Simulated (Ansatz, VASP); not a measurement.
## SrSnP in two plane-wave programs

Aim: how closely do two programs agree when they are given the same cell, functional and k mesh? The cell is taken from a series of runs on this material, whose earlier steps may have relaxed, scaled, displaced or heated it; both programs get it as it stands.

Method: plane waves, with VASP 6.6.1 beside it; relaxation of cell and atoms at PBEsol, in Ansatz 0.2.0.

## Step 1: Starting point

The structure is tetragonal, space group P4/nmm (No. 129). Conventional cell: a = 4.319 Å, b = 4.319 Å, c = 8.892 Å, α = 90.00°, β = 90.00°, γ = 90.00°. Sr has 5 P at 3.01 to 3.05 Å nearest. Sn has 1 P at 2.46 Å nearest. Nearest to P lie 1 Sn at 2.46 Å and 5 Sr at 3.01 to 3.05 Å. Farther neighbours are not listed.

## Step 2: VASP: relaxation of cell and atoms, PBEsol

The relaxed volume is the usual yardstick between codes: in a stiff, nearly cubic crystal its relative difference is about their pressure difference at one cell divided by the bulk modulus.

Lines of VASP's logs that name or quote its potential files are left out, and so is its time.

INCAR reads:

```
SYSTEM = SrSnP
PREC = Accurate
ENCUT = 500
EDIFF = 1E-07
NELM = 120
ISMEAR = 1
SIGMA = 0.2
LREAL = .FALSE.
ALGO = Normal
GGA = PS
NBANDS = 35
LORBIT = 11
LWAVE = .FALSE.
LCHARG = .FALSE.
ISIF = 3
IBRION = 2
NSW = 80
EDIFFG = -0.005
LASPH = .TRUE.
GGA_COMPAT = .FALSE.
NELMIN = 4
KPAR = 2
```

POSCAR reads:

```
SrSnP
1.0
    4.3189950000      0.0000000000      0.0000000000
    0.0000000000      4.3189950000      0.0000000000
    0.0000000000      0.0000000000      8.8915340000
Sr Sn P
2 2 2
Direct
    0.0000000000      0.5000001158      0.6675700728
    0.5000001158      0.0000000000      0.3324299272
    0.5000001158      0.0000000000      0.9481330218
    0.0000000000      0.5000001158      0.0518669782
    0.0000000000      0.5000001158      0.3285061948
    0.5000001158      0.0000000000      0.6714938052
```

KPOINTS reads:

```
Automatic mesh
0
Gamma
6 6 3
0 0 0
```

Potentials, in the order of the species: Sr_sv, Sn_d and P (PBE family, release 64).

The run is started by

```sh
$ mpirun -np 2 vasp_std
```

Numbers of over 12 decimals in the logs are rounded to 6 here.

The log of the run:

```text
[banner, memory and clock lines left out]
running    2 mpi-ranks, on    1 nodes
 distrk:  each k-point on    1 cores,    2 groups
 distr:  one band on    1 cores,    1 groups

 POSCAR found type information on POSCAR SrSnP
 POSCAR found :  3 types and       6 ions
|                                                                             |
|               ----> ADVICE to this user running VASP <----                  |
|                                                                             |
|     You enforced a specific xc type in the INCAR file but a different       |
|     [... a line on the potential file left out ...]
|     I HOPE YOU KNOW WHAT YOU ARE DOING!                                     |
|                                                                             |

 LDA part: xc-table for (Slater+PW92), standard interpolation
 POSCAR, INCAR and KPOINTS ok, starting setup
 FFT: planning ... GRIDC
 FFT: planning ... GRID_SOFT
 FFT: planning ... GRID
 WAVECAR not read
 entering main loop
       N       E                     dE             d eps       ncg     rms          rms(c)
DAV:   1     0.572385096583E+03    0.57239E+03   -0.26929E+04  1411   0.186E+03
DAV:   2     0.529361151149E+02   -0.51945E+03   -0.50835E+03  1440   0.498E+02
DAV:   3    -0.256323370626E+02   -0.78568E+02   -0.77246E+02  1983   0.175E+02
DAV:   4    -0.296591797743E+02   -0.40268E+01   -0.40097E+01  1904   0.392E+01
DAV:   5    -0.298656280550E+02   -0.20645E+00   -0.20621E+00  2488   0.707E+00    0.276E+01
DAV:   6    -0.282899658357E+02    0.15757E+01   -0.49554E+00  1885   0.105E+01    0.168E+01
DAV:   7    -0.283444386458E+02   -0.54473E-01   -0.17939E+00  1656   0.523E+00    0.315E+00
DAV:   8    -0.282972198094E+02    0.47219E-01   -0.49676E-01  1811   0.300E+00    0.117E+00
DAV:   9    -0.282968546444E+02    0.36516E-03   -0.82126E-02  1785   0.114E+00    0.368E-01
DAV:  10    -0.282964976743E+02    0.35697E-03   -0.74900E-03  1970   0.438E-01    0.165E-01
DAV:  11    -0.282966327829E+02   -0.13511E-03   -0.10974E-03  1732   0.154E-01    0.603E-02
DAV:  12    -0.282966336167E+02   -0.83380E-06   -0.13988E-04  2082   0.614E-02    0.357E-02
DAV:  13    -0.282966373991E+02   -0.37823E-05   -0.31154E-05  1759   0.245E-02    0.856E-03
DAV:  14    -0.282966369312E+02    0.46786E-06   -0.43570E-06  2130   0.118E-02    0.291E-03
DAV:  15    -0.282966369837E+02   -0.52469E-07   -0.90323E-07  1365   0.366E-03
   1 F= -.28296637E+02 E0= -.28294176E+02  d E =-.282966E+02
[...]
2 F= -.28296743E+02 E0= -.28294281E+02  d E =-.106118E-03
[...]
3 F= -.28296744E+02 E0= -.28294282E+02  d E =-.107103E-03
 curvature:  -0.56 expect dE=-0.877E-05 dE for cont linesearch -0.164E-08
 trial: gam= 0.07919 g(F)=  0.100E-04 g(S)=  0.574E-05 ort = 0.747E-06 (trialstep = 0.102E+01)
 search vector abs. value=  0.171E-04
 bond charge predicted
       N       E                     dE             d eps       ncg     rms          rms(c)
DAV:   1    -0.282967670364E+02   -0.22983E-04   -0.12727E-03  1468   0.198E-01    0.305E-02
DAV:   2    -0.282967600326E+02    0.70038E-05   -0.69124E-05  1622   0.646E-02    0.135E-02
DAV:   3    -0.282967561277E+02    0.39049E-05   -0.86872E-06  2094   0.221E-02    0.559E-03
DAV:   4    -0.282967558070E+02    0.32074E-06   -0.16725E-06  2103   0.764E-03    0.352E-03
DAV:   5    -0.282967559511E+02   -0.14409E-06   -0.15517E-07   938   0.279E-03    0.144E-03
DAV:   6    -0.282967560738E+02   -0.12277E-06   -0.77519E-08   808   0.215E-03    0.186E-04
DAV:   7    -0.282967560785E+02   -0.47075E-08   -0.22263E-08   793   0.117E-03
   4 F= -.28296756E+02 E0= -.28294301E+02  d E =-.119924E-04
 trial-energy change:   -0.000012  1 .order   -0.000012   -0.000016   -0.000008
 step:   1.9178(harm=  1.9178)  dis= 0.00094  next Energy=   -28.296759 (dE=-0.152E-04)
 reached required accuracy - stopping structural energy minimisation
```

From OUTCAR (step 2):

```text
ion  position               nearest neighbor table
   1  0.000  0.500  0.668-   5 3.01   6 3.05   6 3.05   6 3.05   6 3.05   4 3.42   3 3.94   3 3.94
                             3 3.94   3 3.94   2 4.27   2 4.27   2 4.27   2 4.27
   2  0.500  0.000  0.332-   6 3.01   5 3.05   5 3.05   5 3.05   5 3.05   3 3.42   4 3.94   4 3.94
                             4 3.94   4 3.94   1 4.27   1 4.27   1 4.27   1 4.27
   3  0.500  0.000  0.948-   6 2.46   4 3.19   4 3.19   4 3.19   4 3.19   2 3.42   1 3.94   1 3.94
                             1 3.94   1 3.94
   4  0.000  0.500  0.052-   5 2.46   3 3.19   3 3.19   3 3.19   3 3.19   1 3.42   2 3.94   2 3.94
                             2 3.94   2 3.94
   5  0.000  0.500  0.329-   4 2.46   1 3.01   2 3.05   2 3.05   2 3.05   2 3.05
   6  0.500  0.000  0.671-   3 2.46   2 3.01   1 3.05   1 3.05   1 3.05   1 3.05

  LATTYP: Found a simple tetragonal cell.
 ALAT       =     4.3189950000
 C/A-ratio  =     2.0587043977

 Subroutine GETGRP returns: Found 16 space group operations
 (whereof  8 operations were pure point group operations)

The static configuration has the point symmetry D_2d.
 The point group associated with its full space group is D_4h.

 Found     20 irreducible k-points:

   k-points           NKPTS =     20   k-points in BZ     NKDIM =     20   number of bands    NBANDS=     35

   dimension x,y,z NGX =    32 NGY =   32 NGZ =   70
   dimension x,y,z NGXF=    64 NGYF=   64 NGZF=  140

   ENCUT  =  500.0 eV  36.75 Ry    6.06 a.u.   7.87  7.87 16.21*2*pi/ulx,y,z

   NELECT =      58.0000    total number of electrons

 k-points in reciprocal lattice and weights: Automatic mesh
   0.00000000  0.00000000  0.00000000       0.009
   0.16666667  0.00000000  0.00000000       0.037
   0.33333333  0.00000000  0.00000000       0.037
   0.50000000  0.00000000  0.00000000       0.019
   0.16666667  0.16666667  0.00000000       0.037
   0.33333333  0.16666667  0.00000000       0.074
   0.50000000  0.16666667  0.00000000       0.037
   0.33333333  0.33333333  0.00000000       0.037
   0.50000000  0.33333333  0.00000000       0.037
[...]
0.50000000  0.33333333  0.33333333       0.074
   0.50000000  0.50000000  0.33333333       0.019

 average (electrostatic) potential at core
       1 -35.7724       2 -35.7724       3-102.0912       4-102.0912       5 -82.8209
       6 -82.8209

 E-fermi :   4.6483

 k-point     1 :       0.0000    0.0000    0.0000
  band No.  band energies     occupation
    ...
     24       3.0610      2.00000
     25       3.0610      2.00000
     26       3.1662      2.00000
     27       4.2060      2.00761
     28       4.2060      2.00761
     29       4.7274      0.38480
     30       4.7274      0.38480
     31       5.7262     -0.00000
     32       6.7535     -0.00000
     33       7.3988     -0.00000
    ...

 k-point     2 :       0.1667    0.0000    0.0000
  band No.  band energies     occupation
    ...
     25       3.1093      2.00000
     26       3.5536      2.00000
     27       3.5800      2.00000
     28       3.8904      2.00000
     29       4.6821      0.71859
     30       4.8217     -0.01055
     31       6.4614     -0.00000
     32       7.2995     -0.00000
     33       7.3078     -0.00000
     34       8.3190     -0.00000
    ...

 k-point     3 :       0.3333    0.0000    0.0000
  band No.  band energies     occupation
    ...
     24       1.3472      2.00000
     25       2.8789      2.00000
     26       2.9463      2.00000
     27       3.0904      2.00000
     28       3.3768      2.00000
     29       5.0492     -0.01577
     30       5.4995     -0.00000
     31       7.0221     -0.00000
     32       7.0415     -0.00000
     33       7.6269     -0.00000
    ...

  Total       -0.0075928     -0.0075928      0.0117068      0.0000000      0.0000000      0.0000000
  in kB       -0.0732091     -0.0732091      0.1128757      0.0000000      0.0000000      0.0000000
  external PRESSURE =      -0.0111809 kB  Pullay stress =       0.0000000 kB

  energy-cutoff  :      500.00
  volume of cell :      166.17
      direct lattice vectors                 reciprocal lattice vectors
     4.321870589  0.000000000  0.000000000     0.231381292  0.000000000  0.000000000
     0.000000000  4.321870589  0.000000000     0.000000000  0.231381292  0.000000000
     0.000000000  0.000000000  8.896213517     0.000000000  0.000000000  0.112407374

 POSITION                                       TOTAL-FORCE (eV/Angst)
 -----------------------------------------------------------------------------------
      0.00000      2.16094      5.93954         0.000000      0.000000      0.003812
      2.16094      0.00000      2.95667        -0.000000      0.000000     -0.003812
      2.16094      4.32187      8.43406        -0.000000      0.000000      0.002155
      0.00000      2.16094      0.46215        -0.000000      0.000000     -0.002155
      0.00000      2.16094      2.92091         0.000000      0.000000     -0.003251
      2.16094      4.32187      5.97531         0.000000      0.000000      0.003251
 -----------------------------------------------------------------------------------
    total drift:                               -0.000656     -0.000090     -0.000000

  FREE ENERGIE OF THE ION-ELECTRON SYSTEM (eV)
  ---------------------------------------------------
  free  energy   TOTEN  =       -28.2967560785 eV

  energy  without entropy=      -28.2893915762  energy(sigma->0) =      -28.29430124

 reached required accuracy - stopping structural energy minimisation

 total charge
# of ion       s       p       d       tot
------------------------------------------
    1        2.013   5.751   0.233   7.997
    2        2.013   5.751   0.233   7.997
    3        1.209   1.067   9.985  12.261
    4        1.209   1.067   9.985  12.261
    5        1.038   1.483   0.000   2.522
    6        1.038   1.483   0.000   2.522
--------------------------------------------------
tot          8.521  16.603  20.435  45.560

[... 3 further parts left out ...]
```

CONTCAR:

```
SrSnP
   1.00000000000000
     4.3218705887224207    0.0000000000000000    0.0000000000000000
     0.0000000000000000    4.3218705887224207    0.0000000000000000
     0.0000000000000000    0.0000000000000000    8.8962135174511232
  Sr              Sn              P
     2     2     2
Direct
     0.0000000000000000    0.5000001157999989    0.6676484290714438
     0.5000001157999989    0.0000000000000000    0.3323515709285562
     0.5000001157999989    1.0000000000000000    0.9480508061091629
     0.0000000000000000    0.5000001157999989    0.0519491938908370
     0.0000000000000000    0.5000001157999989    0.3283314426279360
     0.5000001157999989    1.0000000000000000    0.6716685573720640
```

(Continued in part 2 of 2.)

[Lines on the potential files, build, host, timing and source positions are cut from VASP's logs without a mark.]

[Logs are printed without paths, hosts, clocks, repeated set-up lines and the standing remarks that a program may print on its own settings, such as how far it seeks lower states.]

[Hosts, paths, dates, database ids (printed as entryN), source tags and the programs' standing remarks are cut or masked in the printed files.]
